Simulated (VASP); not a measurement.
TiAl (L1_0): the formation energy from VASP (plane waves, PAW) at several levels of theory. The references are the elements' solids at the same level; no temperature or zero-point terms are added.

```json
[
 {"level": "LDA", "formation energy (eV/atom)": "-0.418", "error against measurement (eV/atom)": "-0.04"},
 {"level": "PBE", "formation energy (eV/atom)": "-0.403", "error against measurement (eV/atom)": "-0.02"},
 {"level": "PBEsol", "formation energy (eV/atom)": "-0.404", "error against measurement (eV/atom)": "-0.02"},
 {"level": "SCAN", "formation energy (eV/atom)": "-0.438", "error against measurement (eV/atom)": "-0.06"},
 {"level": "r2SCAN", "formation energy (eV/atom)": "-0.447", "error against measurement (eV/atom)": "-0.07"}
]
```

Measured: -0.380 eV/atom (as given by Rajendra R. Zope et al., Physical review. B, Condensed matter (2003), arXiv:cond-mat/0306298).

The cell of the LDA run:

```cif
data_AlTi
_chemical_formula_sum 'Ti1 Al1'
_space_group_name_H-M_alt 'P4/mmm'
_space_group_IT_number 123
_space_group_name_Hall '-P 4 2'
_cell_length_a 2.76814
_cell_length_b 2.76814
_cell_length_c 3.99915
_cell_angle_alpha 90.000
_cell_angle_beta 90.000
_cell_angle_gamma 90.000
loop_
_atom_site_label
_atom_site_type_symbol
_atom_site_symmetry_multiplicity
_atom_site_Wyckoff_symbol
_atom_site_fract_x
_atom_site_fract_y
_atom_site_fract_z
_atom_site_occupancy
Ti1 Ti 1 a 0.00000 0.00000 0.00000 1
Al1 Al 1 d 0.50000 0.50000 0.50000 1
```

Only levels that ran to the end are used. Left out are those held back, those with too coarse a band path, GW runs whose mesh misses a band edge, hybrids' fits of cells that aren't cubic and levels without matching references; a question may draw on a part of the rest.
